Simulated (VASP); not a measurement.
OSZICAR of a VASP run on TiSi$_{2}$ (space group Cmcm):

OSZICAR:
```
       N       E                     dE             d eps       ncg     rms          rms(c)
DAV:   1     0.295461738926E+03    0.29546E+03   -0.14480E+04 24976   0.122E+03
DAV:   2    -0.423771037547E+01   -0.29970E+03   -0.29694E+03 25272   0.396E+02
DAV:   3    -0.422307134708E+02   -0.37993E+02   -0.37638E+02 44560   0.117E+02
DAV:   4    -0.445798425946E+02   -0.23491E+01   -0.23409E+01 32384   0.271E+01
DAV:   5    -0.447200625916E+02   -0.14022E+00   -0.14014E+00 39552   0.599E+00    0.187E+01
DAV:   6    -0.416654180032E+02    0.30546E+01   -0.51951E+01 35080   0.500E+01    0.786E+00
DAV:   7    -0.408412040954E+02    0.82421E+00   -0.13641E+01 33336   0.249E+01    0.542E+00
DAV:   8    -0.407433105977E+02    0.97893E-01   -0.11283E+00 34120   0.763E+00    0.923E-01
DAV:   9    -0.407385460320E+02    0.47646E-02   -0.72514E-02 33960   0.204E+00    0.537E-01
DAV:  10    -0.407389339600E+02   -0.38793E-03   -0.79369E-03 35336   0.659E-01    0.154E-01
DAV:  11    -0.407388366057E+02    0.97354E-04   -0.16909E-03 34312   0.275E-01    0.243E-02
DAV:  12    -0.407388310681E+02    0.55376E-05   -0.16328E-04 34640   0.888E-02    0.122E-02
DAV:  13    -0.407388287609E+02    0.23072E-05   -0.21328E-05 34328   0.351E-02    0.256E-03
DAV:  14    -0.407388285560E+02    0.20493E-06   -0.44885E-07 23312   0.500E-03
   1 F= -.40738829E+02 E0= -.40711026E+02  d E =-.556053E-01
```

Problem. Which electronic solver shows in the log?

Solution. It is blocked Davidson (ALGO = Normal, or the opening steps of other solvers). The INCAR had ALGO = Normal.

Problem. Can the final energy be trusted as converged?

Solution. The calculation finished and met its thresholds. It stopped with EDIFF = 1E-6, NELM = 100 (PBE GGA, plane waves, VASP's PBE PAW potentials (set 64)).

The structure comes from a computed database's TiSi2 entry; how it stands against other phases isn't given here. The cell was not relaxed at this level. The run is one of a series of settings (NEDOS = 601, KPOINTS 15×15×14 Γ-centred mesh against the base run), some of them coarse on purpose.
